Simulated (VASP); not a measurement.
Output of a VASP run:

File OSZICAR:
```
       N       E                     dE             d eps       ncg     rms          rms(c)
DAV:   1     0.503542956672E+03    0.50354E+03   -0.25418E+04  1000   0.235E+03
DAV:   2     0.194925694092E+02   -0.48405E+03   -0.47275E+03  1185   0.548E+02
DAV:   3    -0.219034380568E+02   -0.41396E+02   -0.41239E+02  1220   0.169E+02
DAV:   4    -0.229132780567E+02   -0.10098E+01   -0.10079E+01  1532   0.240E+01
DAV:   5    -0.229307571706E+02   -0.17479E-01   -0.17472E-01  1326   0.256E+00    0.133E+01
DAV:   6    -0.211326619865E+02    0.17981E+01   -0.64837E+00  1488   0.379E+01    0.897E+00
DAV:   7    -0.211738413895E+02   -0.41179E-01   -0.12516E+00  1070   0.805E+00    0.546E+00
DAV:   8    -0.211847188582E+02   -0.10877E-01   -0.49393E-01  1378   0.160E+01    0.151E+00
DAV:   9    -0.211600288432E+02    0.24690E-01   -0.64928E-02  1576   0.692E+00    0.774E-01
DAV:  10    -0.211534894254E+02    0.65394E-02   -0.11561E-01  1480   0.926E+00    0.370E-01
DAV:  11    -0.211526484113E+02    0.84101E-03   -0.18476E-02  1464   0.202E+00    0.145E-01
DAV:  12    -0.211527387766E+02   -0.90365E-04   -0.93462E-04  1083   0.231E-01    0.143E-01
DAV:  13    -0.211526425378E+02    0.96239E-04   -0.16152E-03  1354   0.419E-01    0.976E-02
DAV:  14    -0.211525875102E+02    0.55028E-04   -0.13958E-04  1262   0.408E-01    0.627E-02
DAV:  15    -0.211525710096E+02    0.16501E-04   -0.64792E-05  1518   0.164E-01    0.533E-02
DAV:  16    -0.211525447790E+02    0.26231E-04   -0.30593E-05  1340   0.137E-01    0.357E-02
DAV:  17    -0.211525328711E+02    0.11908E-04   -0.24720E-05  1185   0.370E-02    0.199E-02
DAV:  18    -0.211525294537E+02    0.34174E-05   -0.60165E-06  1195   0.487E-02    0.113E-02
DAV:  19    -0.211525283353E+02    0.11185E-05   -0.20148E-06   772   0.221E-02    0.614E-03
DAV:  20    -0.211525280111E+02    0.32412E-06   -0.10654E-06   630   0.863E-03
   1 F= -.17376526E+02 E0= -.17376526E+02  d E =-.173765E+02
```

**OUTCAR**
```
------------------------ aborting loop because EDIFF is reached ----------------------------------------
  FORCE on cell =-STRESS in cart. coord.  units (eV):
  Direction    XX          YY          ZZ          XY          YZ          ZX
  --------------------------------------------------------------------------------------
  Total        3.8154580      3.8154580      3.8154580     -0.0000000      0.0000000     -0.0000000
  in kB      101.0449259    101.0449259    101.0449259     -0.0000000      0.0000000     -0.0000000
  external PRESSURE =       1.0449259 kB  Pullay stress =     100.0000000 kB
  volume of cell :       60.50
      direct lattice vectors                 reciprocal lattice vectors
     3.925674159  0.000000000  0.000000000     0.254733317  0.000000000  0.000000000
     0.000000000  3.925674159  0.000000000     0.000000000  0.254733317  0.000000000
     0.000000000  0.000000000  3.925674159     0.000000000  0.000000000  0.254733317
 POSITION                                       TOTAL-FORCE (eV/Angst)
 -----------------------------------------------------------------------------------
      0.00000      0.00000      0.00000         0.000000      0.000000      0.000000
      1.96284      1.96284      1.96284         0.000000      0.000000      0.000000
      1.96284      0.00000      1.96284         0.000000      0.000000      0.000000
      0.00000      1.96284      1.96284         0.000000      0.000000      0.000000
      1.96284      1.96284      0.00000         0.000000      0.000000      0.000000
 -----------------------------------------------------------------------------------
    total drift:                                0.000000     -0.000000     -0.000000
  FREE ENERGIE OF THE ION-ELECTRON SYSTEM (eV)
  ---------------------------------------------------
  free  energy   TOTEN  =       -21.1525280111 eV

  energy  without entropy=      -21.1525280111  energy(sigma->0) =      -21.15252801
  enthalpy is  TOTEN    =       -17.3765264499 eV   P V=        3.7760015612

 reached required accuracy - stopping structural energy minimisation
```
(Selected blocks of OUTCAR.)

**POSCAR**
```
KZnF3
1
    3.9256741589     0.0000000000     0.0000000000
    0.0000000000     3.9256741589    -0.0000000000
    0.0000000000    -0.0000000000     3.9256741589
K Zn F
1 1 3
Direct
  0.0000000000   0.0000000000   0.0000000000
  0.5000000000   0.5000000000   0.5000000000
  0.5000000000   0.0000000000   0.5000000000
  0.0000000000   0.5000000000   0.5000000000
  0.5000000000   0.5000000000   0.0000000000
```

**Question.** Write an INCAR and KPOINTS that could have produced this output.

**Answer.** One answer among several that fit: the input of the run itself, PBEsol GGA, plane waves, VASP's PBE PAW potentials (set 64).

**KPOINTS**
```
K-points
0
gamma
  6 6 6
```

INCAR:
```
SYSTEM = KZnF3
NELM = 100   # most electronic steps
LASPH = T   # aspherical one-centre terms
LWAVE = F
LREAL = F   # projection in real space or not
GGA = PS   # PBEsol
ISMEAR = 0   # Gaussian
ENCUT = 620   # plane-wave cut-off (eV)
SIGMA = 0.05   # width (eV)
PSTRESS = 100   # kbar
LMAXMIX = 4   # l cut-off of mixed one-centre charges
LCHARG = F
PREC = Accurate
IBRION = 2   # conjugate gradients
EDIFFG = -0.02   # ionic stop
NSW = 40   # most ionic steps
ISIF = 3
EDIFF = 1E-6   # SCF stop (eV)
ALGO = Normal   # blocked Davidson
```

POTCAR, in this order: K_sv Zn F (PBE.64 set). Program: vasp_std.

The compound is KZnF3 in the cubic perovskite structure. It was relaxed first under an external pressure of 10 GPa.
